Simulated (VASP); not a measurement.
A run of VASP 6.6.1 is set up as follows.

Contents of INCAR:

```
SYSTEM = Nb3B5
PREC     = Normal         ! precision mode
ENCUT    = 520            ! plane-wave cutoff, eV
EDIFF    = 1E-4           ! SCF threshold, eV
ISMEAR   = 0              ! smearing method
SIGMA    = 0.15           ! smearing width, eV
LREAL    = .False.        ! projectors in reciprocal space
LASPH    = .True.         ! aspherical terms in the spheres
NELM     = 60             ! most SCF steps
ALGO     = Fast           ! electronic algorithm
ISIF     = 3              ! what is computed and relaxed
LWAVE    = .False.        ! write WAVECAR
LCHARG   = .False.        ! write CHGCAR
GGA      = PE             ! functional
IBRION   = 2              ! ionic algorithm
NSW      = 24             ! ionic steps
EDIFFG   = -0.08          ! ionic threshold
```

File KPOINTS:

```
Automatic mesh
0
Gamma
  4 4 5
  0 0 0
```

File POSCAR:

```
Nb3B5
1.0
    3.1616193100     -3.5692556400      0.0000000000
    3.1616193100      3.5692556400      0.0000000000
    0.0000000000      0.0000000000      3.5931779200
Nb B
3 5
Direct
    0.5000000000      0.5000000000      0.0000000000
    0.7787370100      0.2212629900      0.5000000000
    0.2212629900      0.7787370100      0.5000000000
    0.0000000000      0.0000000000      0.0000000000
    0.0000000000      0.5000000000      0.0000000000
    0.5000000000      0.0000000000      0.0000000000
    0.2758920500      0.2758920500      0.5000000000
    0.7241079500      0.7241079500      0.5000000000
```

Potentials or basis: VASP PAW PBE potentials, release 64 (Nb_sv, B).

The run is started by

```sh
$ cat potpaw_PBE.64/Nb_sv/POTCAR potpaw_PBE.64/B/POTCAR > POTCAR
$ mpirun -np 1 vasp_std > vasp.out
```

(1) Predict the space group after relaxing (to 0.05 Å).

(2) Predict the relaxed cell.

(3) What does it give for the band gap on the k mesh?

## Answers

(1) Cmmm (No. 65).

(2) a = 5.089 Å, b = 5.089 Å, c = 3.355 Å, α = 90.00°, β = 90.00°, γ = 96.83°.

(3) none (metal or under the smearing width).
